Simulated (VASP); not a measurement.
```yaml
crystal:
  lattice:
    - [5.92982, 0.00000, 0.00000]
    - [0.00000, 5.92982, 0.00000]
    - [0.00000, 0.00000, 5.92982]
  atoms:
    - { symbol: Cs, position: [0.00000, 0.00000, 0.00000] }
    - { symbol: Pb, position: [0.50000, 0.50000, 0.50000] }
    - { symbol: Br, position: [0.50000, 0.00000, 0.50000] }
    - { symbol: Br, position: [0.00000, 0.50000, 0.50000] }
    - { symbol: Br, position: [0.50000, 0.50000, 0.00000] }
```

Method: PBE GGA with D3 dispersion (zero damping), VASP's PBE PAW potentials (set 64) (plane waves; VASP). Settings: 520 eV cut-off, 4×4×4 Γ-centred mesh, tetrahedra with Blöchl corrections, potentials Cs_sv Pb_d Br.

The cores are frozen, which limits the accuracy of field gradients.

### Question
Give the principal components of the electric field gradient (V/Å²) and the asymmetry η at each nucleus.

### Answer

```tsv
atom	Vxx	Vyy	Vzz	η
Cs1	0.0	0.0	0.0	-
Pb2	0.0	0.0	0.0	-
Br3	-95.3	-95.3	190.6	0.00
Br4	-95.3	-95.3	190.6	0.00
Br5	-95.3	-95.3	190.6	0.00
```

The compound is CsPbBr3 in the cubic perovskite structure, the ideal cubic form; the compound distorts at low or room temperature. It was relaxed first.
